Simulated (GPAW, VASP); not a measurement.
VASP ran on this input.

### KPOINTS
```
Automatic mesh
0
Gamma
14 14 14
0 0 0
```

**POSCAR**
```
Ta
1.650
 -1.0000000000   1.0000000000   1.0000000000
  1.0000000000  -1.0000000000   1.0000000000
  1.0000000000   1.0000000000  -1.0000000000
Ta
1
Cart
  0.0000000000   0.0000000000   0.0000000000
```

### INCAR
```
ISIF = 2
NELM = 100   ! most electronic steps
SYSTEM = Ta
LREAL = .FALSE.
LCHARG = .FALSE.
EDIFF = 1E-6
ALGO = Normal
LMAXMIX = 6   ! l cut-off of mixed one-centre charges
ENCUT = 300
GGA = PE   ! PBE
ISMEAR = -1   ! Fermi-Dirac
SIGMA = 0.05   ! width (eV)
PREC = Accurate
LASPH = .TRUE.   ! aspherical one-centre terms
LWAVE = .FALSE.
```

POTCAR, in this order: Ta_pv (PBE.64 set). Program: vasp_std.

Q: Write an input for GPAW that does the same calculation.

A: One input that does it (PBE, GPAW PAW datasets PBE (gpaw-data 1.0.1)):
```
from ase import Atoms
from ase.units import GPa
from gpaw import GPAW

atoms = Atoms(['Ta'],
              cell=[[-1.650000, 1.650000, 1.650000],
                    [1.650000, -1.650000, 1.650000],
                    [1.650000, 1.650000, -1.650000]],
              positions=[[0.000000, 0.000000, 0.000000]],
              pbc=True)

calc = GPAW(mode={'name': 'pw', 'ecut': 600},
            xc='PBE',
            kpts={'size': (14, 14, 14), 'gamma': True},
            occupations={'name': 'fermi-dirac', 'width': 0.05},
            nbands=-7,
            convergence={'density': 1e-05, 'energy': 1e-05},
            symmetry={'symmorphic': False, 'tolerance': 0.0005},
            maxiter=120,
            txt='-')

atoms.calc = calc

energy = atoms.get_potential_energy()
print('Energy (eV):', round(energy, 6))
forces = atoms.get_forces()
print('Forces (eV/Ang):')
print(forces.round(5))
stress = atoms.get_stress()
print('Stress (GPa, Voigt):', (stress / GPa).round(4))
```
Both are inputs of real runs that ended normally. What can't carry over is the choice of potentials or basis and its cut-off, and each code's defaults.

The structure is a typed Ta crystal (Im-3m). The cell was not relaxed at this level, and it may have been scaled.
